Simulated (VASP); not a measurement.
Cu$_{2}$S (space group I-42d): computed properties

All values below come from PBEsol GGA, VASP's PBE PAW potentials (set 64) (plane waves; VASP).

```json
{
 "space_group": "I-42d (122)",
 "cell": "a = 6.496 Å, b = 6.496 Å, c = 3.848 Å, α = 90.00°, β = 90.00°, γ = 90.00°",
 "volume_per_atom": "13.53 Å³/atom",
 "band gap (over mesh and band path)": "none (metal, semimetal or under 0.01 eV)",
 "density": "6.51 g/cm³"
}
```

Cu₂S is taken in the tetragonal space group I-42d (No. 122), Pearson symbol tI12. Conventional cell: a = 6.496 Å, b = 6.496 Å, c = 3.848 Å, α = 90.00°, β = 90.00°, γ = 90.00°. Cu on 8d is surrounded by 2 S at 2.242 Å (bent). S on 4b sees 4 Cu at 2.242 Å (tetrahedral). (Neighbours: up to the widest gap in distance over summed covalent radii, below 1.35, at either atom; cation-cation and far metal-metal contacts left out.)
(The calculation used a cell of 6 atoms; values per cell refer to that cell.)

The structure comes from a computed database's Cu2S entry (I-42d); how it stands against other phases isn't given here. It was relaxed first. Symmetry was kept, so distortions that lower it aren't found.
